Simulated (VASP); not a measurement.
OSZICAR of a VASP run on As (a7):

File OSZICAR:
```
       N       E                     dE             d eps       ncg     rms          rms(c)
DAV:   1     0.159278316199E+02    0.15928E+02   -0.44258E+03  3402   0.963E+02
DAV:   2    -0.241441919209E+02   -0.40072E+02   -0.39038E+02  5147   0.143E+02
DAV:   3    -0.255190500493E+02   -0.13749E+01   -0.13599E+01  4140   0.322E+01
DAV:   4    -0.255283544359E+02   -0.93044E-02   -0.92984E-02  4595   0.257E+00
DAV:   5    -0.255283797950E+02   -0.25359E-04   -0.25357E-04  4045   0.103E-01    0.342E+00
DAV:   6    -0.253769352609E+02    0.15144E+00   -0.55982E+00  3586   0.284E+01    0.202E+00
DAV:   7    -0.254155580933E+02   -0.38623E-01   -0.81132E-02  3894   0.293E+00    0.133E+00
DAV:   8    -0.252479604928E+02    0.16760E+00   -0.17241E-01  3408   0.575E+00    0.339E-01
DAV:   9    -0.254182168326E+02   -0.17026E+00   -0.15063E-01  3406   0.538E+00    0.174E-01
DAV:  10    -0.254236713839E+02   -0.54546E-02   -0.57813E-03  3461   0.850E-01    0.788E-02
DAV:  11    -0.254217642282E+02    0.19072E-02   -0.19622E-03  3444   0.507E-01    0.710E-02
DAV:  12    -0.254236133368E+02   -0.18491E-02   -0.94791E-04  3422   0.383E-01    0.270E-02
DAV:  13    -0.254236703227E+02   -0.56986E-04   -0.10448E-04  3702   0.972E-02    0.116E-02
DAV:  14    -0.254237029619E+02   -0.32639E-04   -0.22240E-05  3431   0.598E-02    0.111E-02
DAV:  15    -0.254237085413E+02   -0.55794E-05   -0.67105E-06  3627   0.267E-02    0.157E-03
DAV:  16    -0.254237113038E+02   -0.27625E-05   -0.22398E-06  3429   0.235E-02    0.895E-04
DAV:  17    -0.254237113740E+02   -0.70203E-07   -0.76136E-08  2356   0.358E-03
   1 F= -.25423711E+02 E0= -.25423662E+02  d E =-.254237E+02
       N       E                     dE             d eps       ncg     rms          rms(c)
DAV:   1    -0.254257821616E+02   -0.20709E-02   -0.12779E-01  3443   0.223E+00    0.857E-02
DAV:   2    -0.254263706680E+02   -0.58851E-03   -0.40066E-03  3866   0.488E-01    0.451E-02
DAV:   3    -0.254263757684E+02   -0.51004E-05   -0.50139E-05  4068   0.618E-02    0.251E-02
DAV:   4    -0.254263725752E+02    0.31931E-05   -0.21138E-05  3726   0.375E-02    0.509E-03
DAV:   5    -0.254263687749E+02    0.38003E-05   -0.67117E-06  3442   0.289E-02    0.191E-03
DAV:   6    -0.254263738642E+02   -0.50893E-05   -0.29295E-06  3411   0.191E-02    0.974E-04
DAV:   7    -0.254263739614E+02   -0.97215E-07   -0.16035E-07  2868   0.406E-03
   2 F= -.25426374E+02 E0= -.25426339E+02  d E =-.266259E-02
       N       E                     dE             d eps       ncg     rms          rms(c)
DAV:   1    -0.254265203029E+02   -0.14644E-03   -0.35238E-02  3442   0.117E+00    0.448E-02
DAV:   2    -0.254266858992E+02   -0.16560E-03   -0.11006E-03  3878   0.256E-01    0.233E-02
DAV:   3    -0.254266862598E+02   -0.36061E-06   -0.13134E-05  4042   0.317E-02    0.130E-02
DAV:   4    -0.254266844924E+02    0.17674E-05   -0.55293E-06  3746   0.189E-02    0.255E-03
DAV:   5    -0.254266837110E+02    0.78144E-06   -0.14899E-06  3450   0.130E-02    0.992E-04
DAV:   6    -0.254266845623E+02   -0.85129E-06   -0.73056E-07  3410   0.899E-03    0.492E-04
DAV:   7    -0.254266846038E+02   -0.41506E-07   -0.35184E-08  1752   0.193E-03
   3 F= -.25426685E+02 E0= -.25426659E+02  d E =-.297323E-02
       N       E                     dE             d eps       ncg     rms          rms(c)
DAV:   1    -0.254275973125E+02   -0.91275E-03   -0.34717E-02  3463   0.111E+00    0.872E-02
DAV:   2    -0.254274216834E+02    0.17563E-03   -0.11811E-03  3542   0.250E-01    0.453E-02
DAV:   3    -0.254273961641E+02    0.25519E-04   -0.33329E-04  4406   0.133E-01    0.128E-02
DAV:   4    -0.254273979168E+02   -0.17527E-05   -0.35930E-05  3480   0.528E-02    0.516E-03
DAV:   5    -0.254273940368E+02    0.38800E-05   -0.27086E-05  3416   0.506E-02    0.358E-03
DAV:   6    -0.254274068819E+02   -0.12845E-04   -0.88924E-06  3420   0.250E-02    0.574E-04
DAV:   7    -0.254274069709E+02   -0.89041E-07   -0.22434E-07  3461   0.419E-03
   4 F= -.25427407E+02 E0= -.25427377E+02  d E =-.722367E-03
       N       E                     dE             d eps       ncg     rms          rms(c)
DAV:   1    -0.254280707740E+02   -0.66389E-03   -0.62605E-02  3462   0.150E+00    0.117E-01
DAV:   2    -0.254277701871E+02    0.30059E-03   -0.21091E-03  3525   0.334E-01    0.608E-02
DAV:   3    -0.254277257338E+02    0.44453E-04   -0.58734E-04  4427   0.176E-01    0.169E-02
DAV:   4    -0.254277287100E+02   -0.29763E-05   -0.60013E-05  3487   0.680E-02    0.691E-03
DAV:   5    -0.254277222218E+02    0.64882E-05   -0.43906E-05  3422   0.638E-02    0.454E-03
DAV:   6    -0.254277431810E+02   -0.20959E-04   -0.14558E-05  3415   0.315E-02    0.769E-04
DAV:   7    -0.254277433399E+02   -0.15892E-06   -0.39522E-07  3575   0.546E-03    0.538E-04
DAV:   8    -0.254277430805E+02    0.25942E-06   -0.24867E-07  3338   0.526E-03    0.449E-04
DAV:   9    -0.254277433736E+02   -0.29307E-06   -0.18823E-07  2603   0.459E-03    0.871E-05
DAV:  10    -0.254277433831E+02   -0.95841E-08   -0.77417E-09  1705   0.972E-04
   5 F= -.25427743E+02 E0= -.25427714E+02  d E =-.105878E-02
```

**Question.** Which electronic solver shows in the log?

**Answer.** It is blocked Davidson (ALGO = Normal, or the opening steps of other solvers). The INCAR had ALGO = Normal.

**Question.** Can the final energy be trusted as converged?

**Answer.** The calculation finished and met its thresholds. It stopped with EDIFF = 1E-7, NELM = 100, NSW = 30 and EDIFFG = -0.01 after 5 ionic steps (TPSS meta-GGA, plane waves, VASP's PBE PAW potentials (set 64)).

The compound is As in the a7 structure. This cell is one point of a volume scan, at 0.97 of the reference volume. Symmetry was kept, so distortions that lower it aren't found.
